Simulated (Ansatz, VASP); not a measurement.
# SiHCF (F-SiC-H chair, 2 layers, AB): VASP beside Ansatz, part 2 of 2

Aim: how closely do two programs agree when they are given the same cell, functional and k mesh? The structure shown is the start of the Ansatz relaxation below; VASP solves that cell, so the two are compared at the walk's first step.

VASP 6.6.1 and Ansatz 0.2.0.

So far: Set-up; Ansatz: relaxation, LDA.

### 3. VASP: single point, LDA, start cell

Level of this step: LDA; plane waves and PAW (H, C, Si, F) (VASP).

The same cell, functional (in two slightly different forms), mesh and smearing now go to VASP, with its own data sets.

Lines of VASP's logs that name or quote its potential files are left out, and so is its time.

The input, INCAR:

```
SYSTEM = SiHCF
PREC = Accurate
ENCUT = 520
EDIFF = 1E-06
NELM = 120
ISMEAR = -1
SIGMA = 0.05
LREAL = .FALSE.
ALGO = Normal
GGA = CA
NBANDS = 24
LORBIT = 11
LWAVE = .FALSE.
LCHARG = .FALSE.
ISIF = 2
LDIPOL = .TRUE.
IDIPOL = 3
DIPOL = 0.5 0.5 0.497
LVHAR = .TRUE.
LASPH = .TRUE.
GGA_COMPAT = .FALSE.
NELMDL = -8
KPAR = 2
```

The input, POSCAR:

```
SiHCF
1.0
    3.0855000000      0.0000000000      0.0000000000
   -1.5427500000      2.6721210000      0.0000000000
    0.0000000000      0.0000000000     49.4466670000
H C Si F
2 2 2 2
Direct
    0.6666666667      0.3333333333      0.4064985816
    0.0000000000      0.0000000000      0.5252797524
    0.6666666667      0.3333333333      0.4281380583
    0.0000000000      0.0000000000      0.5469192292
    0.3333333333      0.6666666667      0.4407442265
    0.6666666667      0.3333333333      0.5595254176
    0.3333333333      0.6666666667      0.4747202274
    0.6666666667      0.3333333333      0.5935014184
```

The input, KPOINTS:

```
Automatic mesh
0
Gamma
10 10 1
0 0 0
```

Potentials, in the order of the species: H, C, Si and F (LDA family, release 64).

Launch:

```console
$ mpirun -np 2 vasp_std
```

Numbers of over 12 decimals in the logs are rounded to 6 here.

Output:

```text
[banner, memory and clock lines left out]
running    2 mpi-ranks, on    1 nodes
 distrk:  each k-point on    1 cores,    2 groups
 distr:  one band on    1 cores,    1 groups

 POSCAR found type information on POSCAR H C SiF
 POSCAR found :  4 types and       8 ions
 LDA part: xc-table for (Slater(with rela. corr.)+CA(PZ))
 , standard interpolation
 POSCAR, INCAR and KPOINTS ok, starting setup
 FFT: planning ... GRIDC
 FFT: planning ... GRID_SOFT
 FFT: planning ... GRID
 WAVECAR not read
 entering main loop
       N       E                     dE             d eps       ncg     rms          rms(c)
DAV:   1     0.238490252160E+03    0.23849E+03   -0.11967E+04   800   0.962E+02
DAV:   2    -0.200116230890E+02   -0.25850E+03   -0.24185E+03  1032   0.222E+02
DAV:   3    -0.575826775270E+02   -0.37571E+02   -0.37269E+02   856   0.930E+01
DAV:   4    -0.586264249235E+02   -0.10437E+01   -0.10383E+01   888   0.184E+01
DAV:   5    -0.586546990106E+02   -0.28274E-01   -0.28259E-01   856   0.294E+00
DAV:   6    -0.586557348047E+02   -0.10358E-02   -0.10356E-02   944   0.581E-01
DAV:   7    -0.586557768021E+02   -0.41997E-04   -0.41997E-04   888   0.104E-01
DAV:   8    -0.586557785025E+02   -0.17004E-05   -0.17006E-05   880   0.192E-02    0.153E+01
DAV:   9    -0.524868429526E+02    0.61689E+01   -0.15695E+01   816   0.217E+01    0.723E+00
DAV:  10    -0.521475943693E+02    0.33925E+00   -0.25616E+00   920   0.852E+00    0.309E+00
DAV:  11    -0.520081597311E+02    0.13943E+00   -0.14214E-01   904   0.278E+00    0.155E+00
DAV:  12    -0.519365281624E+02    0.71632E-01   -0.82702E-02   904   0.228E+00    0.333E-01
DAV:  13    -0.519375122577E+02   -0.98410E-03   -0.37566E-02   928   0.115E+00    0.194E-01
DAV:  14    -0.519345186497E+02    0.29936E-02   -0.69412E-03   888   0.443E-01    0.129E-01
[...]
DAV:  21    -0.519345659448E+02   -0.68287E-04   -0.17454E-05   760   0.192E-02    0.489E-03
DAV:  22    -0.519345893086E+02   -0.23364E-04   -0.38326E-06   720   0.116E-02    0.293E-03
DAV:  23    -0.519346080609E+02   -0.18752E-04   -0.27857E-06   552   0.891E-03    0.156E-03
DAV:  24    -0.519346166224E+02   -0.85615E-05   -0.14759E-06   528   0.471E-03    0.972E-04
DAV:  25    -0.519346225930E+02   -0.59706E-05   -0.90817E-07   512   0.352E-03    0.726E-04
DAV:  26    -0.519346250755E+02   -0.24825E-05   -0.30927E-07   528   0.171E-03    0.544E-04
DAV:  27    -0.519346272291E+02   -0.21536E-05   -0.35832E-07   496   0.287E-03    0.448E-04
DAV:  28    -0.519346279249E+02   -0.69587E-06   -0.15355E-07   520   0.133E-03
   1 F= -.51934628E+02 E0= -.51932532E+02  d E =-.419097E-02
```

Parts of OUTCAR (step 3):

```text
ion  position               nearest neighbor table
   1  0.667  0.333  0.406-   3 1.07
   2  0.000  0.000  0.525-   4 1.07
   3  0.667  0.333  0.428-   1 1.07   5 1.89   5 1.89   5 1.89
   4  0.000  0.000  0.547-   2 1.07   6 1.89   6 1.89   6 1.89
   5  0.333  0.667  0.441-   7 1.68   3 1.89   3 1.89   3 1.89
   6  0.667  0.333  0.560-   8 1.68   4 1.89   4 1.89   4 1.89
   7  0.333  0.667  0.475-   5 1.68
   8  0.667  0.333  0.594-   6 1.68

  LATTYP: Found a hexagonal cell.
 ALAT       =     3.0855000000
 C/A-ratio  =    16.0254957057

 Subroutine GETGRP returns: Found  6 space group operations
 (whereof  6 operations were pure point group operations)

The static configuration has the point symmetry C_3v.

 Found     14 irreducible k-points:

   k-points           NKPTS =     14   k-points in BZ     NKDIM =     14   number of bands    NBANDS=     24

   dimension x,y,z NGX =    24 NGY =   24 NGZ =  378
   dimension x,y,z NGXF=    48 NGYF=   48 NGZF=  756

   ENCUT  =  520.0 eV  38.22 Ry    6.18 a.u.   5.74  5.74 91.94*2*pi/ulx,y,z

   NELECT =      32.0000    total number of electrons

 k-points in reciprocal lattice and weights: Automatic mesh
   0.00000000  0.00000000  0.00000000       0.010
   0.10000000  0.00000000  0.00000000       0.060
   0.20000000  0.00000000  0.00000000       0.060
   0.30000000  0.00000000  0.00000000       0.060
   0.40000000 -0.00000000  0.00000000       0.060
   0.50000000 -0.00000000  0.00000000       0.030
   0.10000000  0.10000000  0.00000000       0.060
   0.20000000  0.10000000  0.00000000       0.120
   0.30000000  0.10000000  0.00000000       0.120
[...]
0.40000000  0.20000000  0.00000000       0.060
   0.30000000  0.30000000  0.00000000       0.060

 dipolmoment           0.000000      0.000000      0.347475 electrons x Angstroem

 average (electrostatic) potential at core
       1 -43.9682       2 -40.3989       3 -63.8851       4 -60.3771       5 -96.9992
       6 -93.4202       7 -85.1920       8 -81.3830

 E-fermi :  -3.4452

 k-point     1 :       0.0000    0.0000    0.0000
  band No.  band energies     occupation
    ...
     13      -5.9808      2.00000
     14      -5.9808      2.00000
     15      -3.5206      1.63736
     16      -3.4360      0.90756
     17      -3.4360      0.90756
     18      -2.1494      0.00000
     19      -1.7741      0.00000
     20      -1.5927      0.00000
     21      -1.1965      0.00000
     22      -0.6560      0.00000
    ...

 k-point     2 :       0.1000    0.0000    0.0000
  band No.  band energies     occupation
    ...
     12      -7.1625      2.00000
     13      -6.1182      2.00000
     14      -6.0235      2.00000
     15      -4.1730      2.00000
     16      -3.6230      1.94439
     17      -3.3185      0.14682
     18      -1.9427      0.00000
     19      -1.5550      0.00000
     20      -1.3620      0.00000
     21      -0.9520      0.00000
    ...

 k-point     3 :       0.2000    0.0000    0.0000
  band No.  band energies     occupation
    ...
     12      -7.5309      2.00000
     13      -6.5491      2.00000
     14      -6.1388      2.00000
     15      -5.5167      2.00000
     16      -4.0405      1.99999
     17      -2.7359      0.00000
     18      -1.5813      0.00000
     19      -1.1586      0.00000
     20      -0.8216      0.00000
     21      -0.4268      0.00000
    ...

  Total       -1.3546046     -1.3546042     -8.3043952     -0.0000000      0.0000000     -0.0000000
  in kB       -5.3235880     -5.3235865    -32.6362236     -0.0000000      0.0000000     -0.0000000
  external PRESSURE =     -14.4277994 kB  Pullay stress =       0.0000000 kB

  energy-cutoff  :      520.00
  volume of cell :      407.68
      direct lattice vectors                 reciprocal lattice vectors
     3.085500000  0.000000000  0.000000000     0.324096581  0.187117275  0.000000000
    -1.542750000  2.672121000  0.000000000     0.000000000  0.374234550  0.000000000
     0.000000000  0.000000000 49.446667000     0.000000000  0.000000000  0.020223810

 POSITION                                       TOTAL-FORCE (eV/Angst)
 -----------------------------------------------------------------------------------
      1.54275      0.89071     20.10000        -0.000000      0.000000     -1.271095
      0.00000      0.00000     25.97333        -0.000000      0.000000     -1.283122
      1.54275      0.89071     21.17000         0.000000     -0.000000      2.692712
      0.00000      0.00000     27.04333        -0.000000     -0.000000      2.479975
     -0.00000      1.78141     21.79333        -0.000000      0.000000      1.173794
      1.54275      0.89071     27.66667         0.000000      0.000000      1.577869
     -0.00000      1.78141     23.47333        -0.000000      0.000000     -2.547720
      1.54275      0.89071     29.34667         0.000000      0.000000     -2.822412
 -----------------------------------------------------------------------------------
    total drift:                                0.000000      0.000015     -0.002394

  FREE ENERGIE OF THE ION-ELECTRON SYSTEM (eV)
  ---------------------------------------------------
  free  energy   TOTEN  =       -51.9346279249 eV

  energy  without entropy=      -51.9304369592  energy(sigma->0) =      -51.93253244

 vacuum level on the upper side and lower side of the slab         5.810        -1.817

 total charge
# of ion       s       p       d       tot
------------------------------------------
    1        0.624   0.055   0.000   0.679
    2        0.624   0.055   0.000   0.679
    3        0.832   1.758   0.000   2.589
    4        0.833   1.754   0.000   2.587
    5        0.703   0.930   0.000   1.633
    6        0.703   0.929   0.000   1.632
    7        1.737   4.327   0.000   6.064
    8        1.738   4.321   0.000   6.059
--------------------------------------------------
tot          7.794  14.128   0.000  21.922

[... 3 further parts left out ...]
```

### 4. Side by side

Known differences besides the potentials themselves: the two LDA forms differ slightly; Ansatz cuts the interaction across the vacuum, VASP repeats the sheet with a dipole correction; the cutoff is 420 eV in Ansatz and 520 eV in VASP; VASP's log shows a relativistic correction to its local exchange, Ansatz's none. Total energies have different zeros and are not compared.

Forces (eV/Å; atoms numbered as in POSCAR):

| atom | Ansatz x, y, z | VASP x, y, z |
| --- | --- | --- |
| H1 | 0.000, 0.000, -1.221 | 0.000, 0.000, -1.271 |
| H2 | 0.000, 0.000, -1.235 | 0.000, 0.000, -1.283 |
| C3 | 0.000, 0.000, 2.668 | 0.000, 0.000, 2.693 |
| C4 | 0.000, 0.000, 2.464 | 0.000, 0.000, 2.480 |
| Si5 | 0.000, 0.000, 1.345 | 0.000, 0.000, 1.174 |
| Si6 | 0.000, 0.000, 1.739 | 0.000, 0.000, 1.578 |
| F7 | 0.000, 0.000, -2.745 | 0.000, 0.000, -2.548 |
| F8 | 0.000, 0.000, -3.016 | 0.000, 0.000, -2.822 |

The forces differ by 76 meV/Å r.m.s., which is 6.3 % of the r.m.s. force of 1.207 eV/Å (both taken over all components). With vacuum in the cell, a pressure given here is an average over mostly empty space and none of the material.

### 5. Outcome

```
r.m.s. force difference (single point, LDA, start cell) : 6.3 % of the r.m.s. force
```

What this shows: The r.m.s. force difference is 6.3 % of the r.m.s. force (single point, LDA, start cell), beyond the 3 % picked in this series as the mark of a large difference. What causes the difference of the single point, LDA, start cell pair stays open here. 1 further run of this series is not shown here. Such differences can come from data sets, numerical settings and the points named under the comparisons, not from the functional's error against experiment.

[Lines on the potential files, build, host, timing and source positions are cut from VASP's logs without a mark.]

[Logs are printed without paths, hosts, clocks, repeated set-up lines and the standing remarks that a program may print on its own settings, such as how far it seeks lower states.]

[Hosts, paths, dates, database ids (printed as entryN), source tags and the programs' standing remarks are cut or masked in the printed files.]
